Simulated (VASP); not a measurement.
These are PBE GGA, VASP's PBE PAW potentials (set 64) (plane waves; VASP) values and carry that method's errors.

VASP ran on this input.

### POSCAR
```
Re
1
    1.4076000000    -2.4380350000     0.0000000000
    1.4076000000     2.4380350000     0.0000000000
    0.0000000000     0.0000000000     4.5492000000
Re
2
Direct
  0.3657045864   0.7195469056   0.2500000000
  0.6666670000   0.3333330000   0.7500000000
```

**INCAR**
```
SYSTEM=Re
PREC=Accurate; ENCUT=400; LREAL=.FALSE.
LASPH=.TRUE.
EDIFF=1E-6; NELM=100; ALGO=Normal
LMAXMIX=6
ISMEAR=1; SIGMA=0.1
GGA=PE
IBRION=2; NSW=40; ISIF=2
EDIFFG=-0.01
LWAVE=.FALSE.; LCHARG=.FALSE.
```

**KPOINTS**
```
kpoints
0
gamma
11 11 6
```

POTCAR, in this order: Re (PBE.64 set). Program: vasp_std.

The run wrote:

**OSZICAR**
```
       N       E                     dE             d eps       ncg     rms          rms(c)
DAV:   1     0.176611573336E+02    0.17661E+02   -0.60388E+03 10447   0.140E+03
DAV:   2    -0.220812784833E+02   -0.39742E+02   -0.34316E+02  9368   0.322E+02
DAV:   3    -0.260248774929E+02   -0.39436E+01   -0.32871E+01  9767   0.141E+02
DAV:   4    -0.262466201926E+02   -0.22174E+00   -0.19599E+00  9635   0.177E+01
DAV:   5    -0.262570794796E+02   -0.10459E-01   -0.95582E-02  9618   0.256E+00    0.382E+01
DAV:   6    -0.251081630143E+02    0.11489E+01   -0.12944E+00 10060   0.350E+01    0.143E+01
DAV:   7    -0.247611144230E+02    0.34705E+00   -0.75979E-01 10388   0.258E+01    0.887E-01
DAV:   8    -0.247460463005E+02    0.15068E-01   -0.16681E-02 10675   0.211E+00    0.341E-01
DAV:   9    -0.247455805159E+02    0.46578E-03   -0.37697E-04 10133   0.161E-01    0.435E-02
DAV:  10    -0.247455989326E+02   -0.18417E-04   -0.56162E-05  9464   0.728E-02    0.857E-03
DAV:  11    -0.247455974987E+02    0.14338E-05   -0.56953E-07  5149   0.181E-02    0.302E-03
DAV:  12    -0.247455964971E+02    0.10017E-05   -0.18343E-07  4769   0.154E-02    0.457E-03
DAV:  13    -0.247455964917E+02    0.53872E-08   -0.96617E-08  4508   0.152E-02
   1 F= -.24745596E+02 E0= -.24745184E+02  d E =-.247456E+02
       N       E                     dE             d eps       ncg     rms          rms(c)
DAV:   1    -0.247625549620E+02   -0.16958E-01   -0.36395E+00  8095   0.176E+01    0.251E-01
DAV:   2    -0.247655431107E+02   -0.29881E-02   -0.41626E-02  9714   0.367E+00    0.178E-01
DAV:   3    -0.247646345441E+02    0.90857E-03   -0.18567E-03  8787   0.506E-01    0.543E-02
DAV:   4    -0.247645998853E+02    0.34659E-04   -0.19942E-04 10008   0.159E-01    0.188E-02
DAV:   5    -0.247645953904E+02    0.44949E-05   -0.15734E-05  8958   0.533E-02    0.331E-03
DAV:   6    -0.247645954082E+02   -0.17849E-07   -0.11991E-07  5010   0.700E-03
   2 F= -.24764595E+02 E0= -.24764343E+02  d E =-.189989E-01
       N       E                     dE             d eps       ncg     rms          rms(c)
DAV:   1    -0.247729616928E+02   -0.83663E-02   -0.76535E+00  8092   0.256E+01    0.366E-01
DAV:   2    -0.247790701271E+02   -0.61084E-02   -0.86984E-02  9637   0.530E+00    0.248E-01
DAV:   3    -0.247770990577E+02    0.19711E-02   -0.40866E-03  8866   0.767E-01    0.739E-02
DAV:   4    -0.247770264805E+02    0.72577E-04   -0.44590E-04  9882   0.238E-01    0.322E-02
DAV:   5    -0.247770158116E+02    0.10669E-04   -0.28655E-05  9380   0.772E-02    0.738E-03
DAV:   6    -0.247770155181E+02    0.29354E-06   -0.48099E-07  5074   0.182E-02
   3 F= -.24777016E+02 E0= -.24776933E+02  d E =-.314190E-01
       N       E                     dE             d eps       ncg     rms          rms(c)
DAV:   1    -0.247772611026E+02   -0.24529E-03   -0.36463E-01  8086   0.556E+00    0.812E-02
DAV:   2    -0.247775550617E+02   -0.29396E-03   -0.41571E-03  9738   0.115E+00    0.541E-02
DAV:   3    -0.247774538201E+02    0.10124E-03   -0.23888E-04  9089   0.185E-01    0.126E-02
DAV:   4    -0.247774536673E+02    0.15276E-06   -0.10719E-05  9565   0.383E-02    0.681E-03
DAV:   5    -0.247774529266E+02    0.74069E-06   -0.59239E-07  4913   0.200E-02
   4 F= -.24777453E+02 E0= -.24777398E+02  d E =-.318564E-01
       N       E                     dE             d eps       ncg     rms          rms(c)
DAV:   1    -0.247774365389E+02    0.17128E-04   -0.11088E-02  8149   0.974E-01    0.149E-02
DAV:   2    -0.247774453133E+02   -0.87743E-05   -0.12535E-04  9830   0.203E-01    0.964E-03
DAV:   3    -0.247774421955E+02    0.31177E-05   -0.73001E-06  8696   0.322E-02    0.226E-03
DAV:   4    -0.247774421713E+02    0.24234E-07   -0.14035E-07  4396   0.837E-03
   5 F= -.24777442E+02 E0= -.24777386E+02  d E =-.318457E-01
       N       E                     dE             d eps       ncg     rms          rms(c)
DAV:   1    -0.247774779063E+02   -0.35711E-04   -0.12068E-02  8087   0.101E+00    0.149E-02
DAV:   2    -0.247774871824E+02   -0.92760E-05   -0.13523E-04  9763   0.212E-01    0.100E-02
DAV:   3    -0.247774837003E+02    0.34821E-05   -0.81762E-06  8802   0.346E-02    0.222E-03
DAV:   4    -0.247774836758E+02    0.24415E-07   -0.12591E-07  4357   0.815E-03
   6 F= -.24777484E+02 E0= -.24777431E+02  d E =-.415045E-04
       N       E                     dE             d eps       ncg     rms          rms(c)
DAV:   1    -0.247774901571E+02   -0.64568E-05   -0.12217E-02  8091   0.102E+00    0.146E-02
DAV:   2    -0.247775000645E+02   -0.99074E-05   -0.13611E-04  9718   0.212E-01    0.963E-03
DAV:   3    -0.247774969532E+02    0.31113E-05   -0.68417E-06  8722   0.313E-02    0.250E-03
DAV:   4    -0.247774968790E+02    0.74158E-07   -0.18025E-07  4291   0.933E-03
   7 F= -.24777497E+02 E0= -.24777445E+02  d E =-.547077E-04
```

File OUTCAR:
```
------------------------ aborting loop because EDIFF is reached ----------------------------------------
  FORCE on cell =-STRESS in cart. coord.  units (eV):
  Direction    XX          YY          ZZ          XY          YZ          ZX
  --------------------------------------------------------------------------------------
  Total       -2.9117395     -2.9129109     -2.9956496      0.0001451      0.0000000      0.0000000
  in kB     -149.4097283   -149.4698365   -153.7153991      0.0074477      0.0000000      0.0000000
  external PRESSURE =    -150.8649880 kB  Pullay stress =       0.0000000 kB
  volume of cell :       31.22
      direct lattice vectors                 reciprocal lattice vectors
     1.407600000 -2.438035000  0.000000000     0.355214550 -0.205083192  0.000000000
     1.407600000  2.438035000  0.000000000     0.355214550  0.205083192  0.000000000
     0.000000000  0.000000000  4.549200000     0.000000000  0.000000000  0.219818869
 POSITION                                       TOTAL-FORCE (eV/Angst)
 -----------------------------------------------------------------------------------
      1.46760      0.83774      1.13730        -0.000024     -0.000462      0.000000
      1.46760     -0.78774      3.41190         0.000024      0.000462      0.000000
 -----------------------------------------------------------------------------------
    total drift:                                0.000003     -0.000004      0.000000
  FREE ENERGIE OF THE ION-ELECTRON SYSTEM (eV)
  ---------------------------------------------------
  free  energy   TOTEN  =       -24.7774968790 eV

  energy  without entropy=      -24.7773419841  energy(sigma->0) =      -24.77744525

 reached required accuracy - stopping structural energy minimisation
```
(Selected blocks of OUTCAR.)

CONTCAR:
```
Re
   1.00000000000000
     1.4076000000000000   -2.4380350000000002    0.0000000000000000
     1.4076000000000000    2.4380350000000002    0.0000000000000000
     0.0000000000000000    0.0000000000000000    4.5491999999999999
  Re
     2
Direct
     0.3495076113749128    0.6931209530244810    0.2500000000000000
     0.6828639750250836    0.3597589525755203    0.7500000000000000
```

The compound is Re in the hcp structure. In the starting cell atoms are displaced from their ideal sites. This run relaxes the ions in a fixed cell. Symmetry was kept, so distortions that lower it aren't found.
